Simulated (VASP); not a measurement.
# SbAu3 (space group Pm-3m): computed properties

The numbers are results of PBEsol GGA, VASP's PBE PAW potentials (set 64) (plane waves; VASP), not measurements.

```json
{
 "space_group": "Pm-3m (221)",
 "cell": "a = b = c = 4.223 Å, α = β = γ = 90.00°",
 "volume_per_atom": "18.83 Å^3/atom",
 "band gap (over mesh and band path)": "none (metal, semimetal or under 0.01 eV)",
 "density": "15.71 g/cm³"
}
```

```cif
data_Au3Sb
_chemical_formula_sum 'Sb1 Au3'
_space_group_name_H-M_alt 'P 1'
_space_group_IT_number 1
_cell_length_a 4.22286
_cell_length_b 4.22286
_cell_length_c 4.22286
_cell_angle_alpha 90.000
_cell_angle_beta 90.000
_cell_angle_gamma 90.000
loop_
_space_group_symop_operation_xyz
  'x, y, z'
loop_
_atom_site_label
_atom_site_type_symbol
_atom_site_fract_x
_atom_site_fract_y
_atom_site_fract_z
_atom_site_occupancy
Sb1 Sb 0.00000 0.00000 0.00000 1
Au1 Au 0.00000 0.50000 0.50000 1
Au2 Au 0.50000 0.00000 0.50000 1
Au3 Au 0.50000 0.50000 0.00000 1
```

Unless said otherwise, spin-orbit coupling is left out, though it shifts the bands of the heavy elements here.

The structure comes from a computed database's SbAu3 entry (Pm-3m); how it stands against other phases isn't given here. It was relaxed first, which changed the volume by -6 %. Symmetry was kept, so distortions that lower it aren't found.
